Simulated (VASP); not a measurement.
Computed with PBE GGA, VASP's PBE PAW potentials (set 64) (plane waves; VASP).

VASP input:

POSCAR:
```
CdSe
4.3631460
  1.0000000000   0.0000000000   0.0000000000
 -0.5000000000   0.8660253404   0.0000000000
  0.0000000000   0.0000000000   3.2737435328
Cd Se
4 4
Direct
  0.0000000000   0.0000000000   0.0000000000
  0.0000000000   0.0000000000   0.5000000000
  0.6666670000   0.3333330000   0.7501800000
  0.3333330000   0.6666670000   0.2501800000
  0.0000000000   0.0000000000   0.8121600000
  0.0000000000   0.0000000000   0.3121600000
  0.6666670000   0.3333330000   0.5632900000
  0.3333330000   0.6666670000   0.0632900000
```

**INCAR**
```
ALGO=Normal
EDIFF=1E-6
ENCUT=300
GGA=PE
ISIF=2
ISMEAR=0
LASPH=.TRUE.
LCHARG=.FALSE.
LMAXMIX=4
LREAL=.FALSE.
LWAVE=.FALSE.
NELM=100
PREC=Accurate
SIGMA=0.136
SYSTEM=CdSe
```

File KPOINTS:
```
Automatic
0
Gamma
  4 4 1
0 0 0
```

POTCAR, in this order: Cd Se (PBE.64 set). Program: vasp_std.

What VASP printed:

### OSZICAR
```
       N       E                     dE             d eps       ncg     rms          rms(c)
DAV:   1     0.359874813010E+03    0.35987E+03   -0.25766E+04   352   0.970E+02
DAV:   2    -0.338836488158E+01   -0.36326E+03   -0.35693E+03   391   0.284E+02
DAV:   3    -0.232147901732E+02   -0.19826E+02   -0.19756E+02   402   0.650E+01
DAV:   4    -0.234292469143E+02   -0.21446E+00   -0.21407E+00   389   0.630E+00
DAV:   5    -0.234317841063E+02   -0.25372E-02   -0.25364E-02   400   0.631E-01    0.123E+01
DAV:   6    -0.219228968531E+02    0.15089E+01   -0.33365E+00   383   0.121E+01    0.960E+00
DAV:   7    -0.218672196630E+02    0.55677E-01   -0.15541E+00   353   0.470E+00    0.264E+00
DAV:   8    -0.218426430117E+02    0.24577E-01   -0.21873E-01   359   0.313E+00    0.590E-01
DAV:   9    -0.218437069522E+02   -0.10639E-02   -0.24596E-02   381   0.123E+00    0.222E-01
DAV:  10    -0.218438295122E+02   -0.12256E-03   -0.19887E-03   378   0.381E-01    0.896E-02
DAV:  11    -0.218440746697E+02   -0.24516E-03   -0.38368E-04   359   0.873E-02    0.357E-02
DAV:  12    -0.218441102144E+02   -0.35545E-04   -0.40961E-05   394   0.349E-02    0.135E-02
DAV:  13    -0.218441168670E+02   -0.66525E-05   -0.18700E-05   362   0.278E-02    0.314E-03
DAV:  14    -0.218441171540E+02   -0.28704E-06   -0.17625E-06   298   0.925E-03
   1 F= -.21844117E+02 E0= -.21843922E+02  d E =-.389796E-03
```

### OUTCAR
```
------------------------ aborting loop because EDIFF is reached ----------------------------------------
  FORCE on cell =-STRESS in cart. coord.  units (eV):
  Direction    XX          YY          ZZ          XY          YZ          ZX
  --------------------------------------------------------------------------------------
  Total        1.3374944      1.3374942      0.8420448      0.0000000     -0.0000000     -0.0000000
  in kB        9.0997208      9.0997194      5.7289005      0.0000000     -0.0000000     -0.0000000
  external PRESSURE =       7.9761136 kB  Pullay stress =       0.0000000 kB
  volume of cell :      235.49
      direct lattice vectors                 reciprocal lattice vectors
     4.363146000  0.000000000  0.000000000     0.229192422  0.132324316  0.000000000
    -2.181573000  3.778595000  0.000000000     0.000000000  0.264648633  0.000000000
     0.000000000  0.000000000 14.283821000     0.000000000  0.000000000  0.070009278
  FREE ENERGIE OF THE ION-ELECTRON SYSTEM (eV)
  ---------------------------------------------------
  free  energy   TOTEN  =       -21.8441171540 eV

  energy  without entropy=      -21.8437273577  energy(sigma->0) =      -21.84392226
```
(Selected blocks of OUTCAR.)

**OUTCAR**
```
 val. band max:        0.6192474310   @ k =   0.0000   0.0000   0.0000

 cond. band min:       1.1367112517   @ k =   0.0000   0.0000   0.0000


 Fermi energy:         0.8913823393

 k-point     1 :       0.0000    0.0000    0.0000
  band No.  band energies     occupation
      1     -11.7369      2.00000
      2     -11.5787      2.00000
      3     -11.5586      2.00000
      4     -11.3999      2.00000
      5      -7.1776      2.00000
      6      -7.1735      2.00000
      7      -7.1735      2.00000
      8      -7.1481      2.00000
      9      -7.1481      2.00000
     10      -7.1225      2.00000
     11      -7.1225      2.00000
     12      -7.1013      2.00000
     13      -7.1013      2.00000
     14      -6.9913      2.00000
     15      -6.9842      2.00000
     16      -6.8640      2.00000
     17      -6.8640      2.00000
     18      -6.8610      2.00000
     19      -6.8610      2.00000
     20      -6.8362      2.00000
     21      -6.8362      2.00000
     22      -6.8268      2.00000
     23      -6.8268      2.00000
     24      -6.5886      2.00000
     25      -3.5322      2.00000
     26      -1.9605      2.00000
     27      -1.9508      2.00000
     28      -0.0755      2.00000
     29      -0.0755      2.00000
     30       0.2398      2.00000
     31       0.2398      2.00000
     32       0.2638      2.00000
     33       0.2638      2.00000
     34       0.5847      1.99857
     35       0.6192      1.99534
     36       0.6192      1.99534
     37       1.1367      0.01074
     38       2.7845      0.00000
     39       2.8601      0.00000
     40       2.9300      0.00000
     41       6.3313      0.00000
     42       6.4927      0.00000
     43       6.5162      0.00000

 k-point     2 :       0.2500   -0.0000    0.0000
  band No.  band energies     occupation
      1     -11.5838      2.00000
      2     -11.4665      2.00000
      3     -11.4485      2.00000
      4     -11.3349      2.00000
      5      -7.1343      2.00000
...
```

At this cut-off the stress carries a Pulay error, which pulls relaxed volumes low.

The structure was generated: CdSe was put into an ordered model structure, which need not be its known phase. The cell was not relaxed at this level. The k-mesh is coarse (spacing up to 0.44 per Å, 2π included), so the numbers may not be converged in it.
